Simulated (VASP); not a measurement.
A convergence study with VASP on InSb (zinc blende): one setting is varied, all else stays as given below, so the limit is that of these other settings. Each run relaxes cell and ions from the cell shown. The basis is that of the starting cell, so low cut-offs carry a Pulay error.

```
CELL_PARAMETERS angstrom
      0.00000     3.24000     3.24000
      3.24000     0.00000     3.24000
      3.24000     3.24000     0.00000
ATOMIC_POSITIONS crystal
  In 0.00000 0.00000 0.00000
  Sb 0.25000 0.25000 0.25000
```

Computed with PBEsol GGA, VASP's PBE PAW potentials (set 64) (plane waves; VASP 6.6.1). The tightest run used: 700 eV cut-off, 6×6×6 Γ-centred mesh, Gaussian smearing of 0.050 eV, potentials In_d Sb.

| setting | relaxed volume (Å³/atom) | E (eV/atom) | plane waves |
|---|---|---|---|
| ENCUT = 200 | 31.639 | -3.8339 | 447 |
| ENCUT = 250 | 34.590 | -3.8377 | 624 |
| ENCUT = 300 | 34.557 | -3.8375 | 821 |
| ENCUT = 350 | 34.549 | -3.8370 | 1020 |

Problem. These are the cheaper rows. Estimate the results at ENCUT = 700, and how far the last row shown lies from them.

Solution. 
| quantity | tightest run | last row shown is off by |
|---|---|---|
| relaxed volume (Å³/atom) | 34.720 | -0.172 |
| E (eV/atom) | -3.8388 | 0.0018 |

Left out are rungs that failed or repeat a setting and relaxations that didn't move; long series are thinned to 24 rows.

The compound is InSb in the zinc blende structure.
